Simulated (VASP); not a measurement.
# GW on AlN, part 4 of 4

Wanted: how far GW moves the Kohn-Sham levels of AlN. The cell is of the wurtzite type, one of the forms listed for this formula. The start is a cell from a database of measured crystal structures.

VASP 6.6.1, plane waves and PAW; the level of theory is named at each step.

So far, quasiparticle gap on the mesh (eV): step 3 (G0W0, bands in the sums 48) 5.59; step 9 (G0W0, bands in the sums 112) 5.72; step 11 (G0W0, bands in the sums 144) 5.75; step 13 (G0W0, bands in the sums 184) 5.77; step 15 (G0W0, bands in the sums 224) 5.79.

The database entry behind the starting cell differs from later determinations by our own check (inner coordinate u about 0.002 short), so it need not match the best structure at ambient conditions.

## (16) Empty bands

This step: PBE; plane waves and PAW (Al_GW, N_GW) (VASP 6.6.1).

The empty bands are made again, for the run that follows.

File INCAR:

```
SYSTEM = AlN
PREC = Accurate
ENCUT = 450
ISMEAR = 0
SIGMA = 0.01
LREAL = .FALSE.
GGA = PE
NBANDS = 272
ALGO = Exact
NELM = 1
LWAVE = .TRUE.
LCHARG = .FALSE.
LOPTICS = .TRUE.
NEDOS = 1000
CSHIFT = 0.1
```

File POSCAR:

```
AlN
1.0
    3.1130000000      0.0000000000      0.0000000000
   -1.5565000000      2.6959370820      0.0000000000
    0.0000000000      0.0000000000      4.9810000000
Al N
2 2
Direct
    0.6666666667      0.3333333333      0.5000000000
    0.3333333333      0.6666666667      0.0000000000
    0.6666666667      0.3333333333      0.8800000000
    0.3333333333      0.6666666667      0.3800000000
```

File KPOINTS:

```
Automatic mesh
0
Gamma
3 3 2
0 0 0
```

Potentials, in the order of the species: Al_GW and N_GW (PBE family, release 64).

Command:

```
mpirun -np 8 vasp_std
```

Log:

```text
[banner, memory and clock lines left out]
running    8 mpi-ranks, on    1 nodes
[...]
[... a notice as in an earlier step ...]

 LDA part: xc-table for (Slater+PW92), standard interpolation
 found WAVECAR, reading the header
  number of bands has changed, file:    16 present:   272
  trying to continue reading WAVECAR, but it might fail
 POSCAR, INCAR and KPOINTS ok, starting setup
[...]
reading WAVECAR
 random initialization beyond band           16
 the WAVECAR file was read successfully
 initial charge from wavefunction
 entering main loop
       N       E                     dE             d eps       ncg     rms          rms(c)
DIA:   1    -0.296297259690E+02   -0.29630E+02    0.00000E+00     0   0.000E+00
   1 F= -.29629726E+02 E0= -.29629726E+02  d E =-.146669E-19
 writing wavefunctions
 optical routines
 imaginary and real dielectric function
 recalculating local potential from charge density
 direction            1
 direction            2
 direction            3
```

It took 4.4 s on 8 MPI ranks of Intel Xeon 6975P-C (Granite Rapids), shared host; peak memory 1 GiB; 23 s of CPU time.

Parts of OUTCAR (step 16):

```text
 POSITION                                       TOTAL-FORCE (eV/Angst)
 -----------------------------------------------------------------------------------
      1.55650      0.89865      2.49050         0.000000     -0.000000     -0.198875
     -0.00000      1.79729      0.00000        -0.000000      0.000000     -0.198875
      1.55650      0.89865      4.38328        -0.000000      0.000000      0.198875
     -0.00000      1.79729      1.89278         0.000000     -0.000000      0.198875
 -----------------------------------------------------------------------------------
    total drift:                               -0.000000     -0.000000     -0.000209

  FREE ENERGIE OF THE ION-ELECTRON SYSTEM (eV)
  ---------------------------------------------------
  free  energy   TOTEN  =       -29.6297259690 eV

  energy  without entropy=      -29.6297259690  energy(sigma->0) =      -29.62972597

[... 2 parts as in an earlier step ...]

[... 2 further parts left out ...]
[key lines of the parts left out:]
E-fermi :   5.2215
```

WAVECAR now holds 272 bands for 16 electrons.

## (17) G0W0, bands in the sums 272

This step: G0W0 on PBE; plane waves and PAW (Al_GW, N_GW) (VASP 6.6.1).

The sums now run over 272 bands at the same response cutoff.

File INCAR:

```
SYSTEM = AlN
PREC = Accurate
ENCUT = 450
ISMEAR = 0
SIGMA = 0.01
LREAL = .FALSE.
GGA = PE
NBANDS = 272
ALGO = EVGW0
NELMGW = 1
ENCUTGW = 200
NOMEGA = 64
PRECFOCK = Fast
NBANDSGW = 16
LWAVE = .FALSE.
LCHARG = .FALSE.
```

POSCAR is that of step 16.

KPOINTS is that of step 16.

Command:

```
mpirun -np 8 vasp_std
```

Log:

```text
[banner, memory and clock lines left out]
running    8 mpi-ranks, on    1 nodes
[...]
[... a notice as in an earlier step ...]

 [... a notice as in an earlier step ...]

 LDA part: xc-table for (Slater+PW92), standard interpolation
 found WAVECAR, reading the header
 POSCAR, INCAR and KPOINTS ok, starting setup
[...]
reading WAVECAR
 the WAVECAR file was read successfully
 initial charge from wavefunction
 available memory per node:     27.34 GB, setting MAXMEM to     27997

 The Fermi energy was updated, please check that it is located mid-gap
 values below the HOMO (VB) or above the LUMO (CB) will cause erroneous energies
 E-fermi :   7.2587

 calculate exact exchange contribution
 the WAVEDER file was read successfully
energies w=
    0.000    0.000    0.601    0.000    1.200    0.000    1.797    0.000
    2.389    0.000    2.977    0.000    3.558    0.000    4.134    0.000
    4.701    0.000    5.261    0.000    5.814    0.000    6.358    0.000
[...]
total number of BLAS operations         84.51 Gflops
NQ=   2    0.3333    0.0000    0.0000,
|.........|.........|.........|.........|.........|.........|.........|.........
 performed        360000 updates of chi_q(r,r)
 total number of BLAS operations        220.23 Gflops
NQ=   3    0.3333    0.3333    0.0000,
|.........|.........|.........|.........|.........|.........|.........|.........
 performed        523000 updates of chi_q(r,r)
 total number of BLAS operations        323.97 Gflops
NQ=   4    0.0000    0.0000    0.5000,
|.........|.........|.........|.........|.........|.........|.........|.........
 performed        651000 updates of chi_q(r,r)
 total number of BLAS operations        402.13 Gflops
NQ=   5    0.3333    0.0000    0.5000,
|.........|.........|.........|.........|.........|.........|.........|.........
 performed        883000 updates of chi_q(r,r)
 total number of BLAS operations        541.90 Gflops
NQ=   6    0.3333    0.3333    0.5000,
|.........|.........|.........|.........|.........|.........|.........|.........
 performed       1046000 updates of chi_q(r,r)
 total number of BLAS operations        628.73 Gflops
 resolving degeneracies of screened two electron integrals

 calculate QP shifts <psi_nk| G(iteration)W_0 |psi_nk>: iteration 1
 entering main loop
```

Wall time 17 s (8 MPI ranks); peak memory 1.8 GiB; 1.8 min of CPU time.

From OUTCAR (step 17):

```text
 QP shifts <psi_nk| G(iteration)W_0 |psi_nk>: iteration 1
 for sc-GW calculations column KS-energies equals QP-energies in previous step
 and V_xc(KS)=  KS-energies - (<T + V_ion + V_H > + <T+V_H+V_ion>^1  + <V_x>^1)
 k-point   1 :       0.0000    0.0000    0.0000
  band No.  KS-energies  QP-energies   sigma(KS)   V_xc(KS)     V^pw_x(r,r')   Z            occupation Imag(sigma)
    ...
      5       4.3242       3.2130     -17.7478     -16.3009     -20.8602       0.7681       2.0000       0.0686
      6       4.9836       3.9451     -18.1147     -16.7703     -21.0827       0.7725       2.0000       0.0670
      7       4.9836       3.9451     -18.1147     -16.7703     -21.0827       0.7725       2.0000       0.0670
      8       5.1601       4.2069     -18.0989     -16.8649     -20.8913       0.7725       2.0000       0.0674
      9       9.3572       9.9926     -11.6990     -12.4922      -7.5066       0.8012       0.0000      -0.0587
     10      11.7862      12.5134     -10.0388     -10.9389      -5.4469       0.8080       0.0000      -0.0649
     11      15.7603      16.7121     -12.6631     -13.9333      -7.0646       0.7493       0.0000      -0.1158
     12      16.2733      17.0201      -8.9379      -9.8752      -3.8486       0.7969       0.0000      -0.0978
    ...

[... 1 part as in an earlier step ...]

[... 2 further parts left out ...]
[key lines of the parts left out:]
E-fermi :   7.2587
```

The gap is now 5.786 eV, +0 meV against the GW run before.

## (18) Summary

This step: GW series: G0W0 on PBE; plane waves and PAW (VASP 6.6.1).

Derived from the runs above.

G0W0 on a 3x3x2 mesh; cost is wall time times ranks on a shared host, with the step that makes the empty bands but not the self-consistent start. G0W0 series:

```
bands in the sums  quasiparticle gap (eV)  direct quasiparticle gap (eV)  cost (core minutes)
               48                   5.594                          5.594                 1.31
               64                   5.641                          5.641                 1.49
               88                    5.69                           5.69                 1.79
              112                   5.716                          5.716                 1.76
              144                   5.747                          5.747                 1.47
              184                   5.773                          5.773                 1.49
              224                   5.786                          5.786                 2.19
              272                   5.786                          5.786                 2.88
```

## (19) Summary of results

```json
{"G0W0 on PBE, 272 bands, ENCUTGW 200 eV, NOMEGA 64, mesh 3×3×2": "4.197 → 5.786 eV", "G0W0 on PBE, 48 bands, ENCUTGW 200 eV, NOMEGA 64, mesh 3×3×2": "4.197 → 5.594 eV"}
```

**Reading.** G0W0 gives a quasiparticle gap of 5.786 eV on the mesh, 1.59 eV over the PBE gap on the same mesh. The steps of the series move the gap by +46, +49, +27, +30, +26, +13, -0 meV; the last costs 1.3 times the one before. The last step lies within a tolerance of 30 meV, picked for this account, and the last two together move the gap by +13 meV. Response cutoff and mesh weren't varied, so the series can only reach this cutoff's value, and band edges off the mesh aren't seen. On a mesh this coarse the value is a test of cost more than a converged gap. Not tabulated here, as repeats of values shown or as unfit to read for their mesh, reference level or band range: eps2 curves (empty bands); eps1 curves and static values (empty bands); gaps (empty bands).

[Lines on the potential files, build, host, timing and source positions are cut from VASP's logs without a mark.]

[Logs are printed without paths, hosts, clocks, repeated set-up lines and the standing remarks that a program may print on its own settings, such as how far it seeks lower states.]

[Hosts, paths, dates, database ids (printed as entryN), source tags and the programs' standing remarks are cut or masked in the printed files.]

[Pressures printed for these runs are not shown converged in the cutoff: they can be off by several GPa and have the wrong sign.]
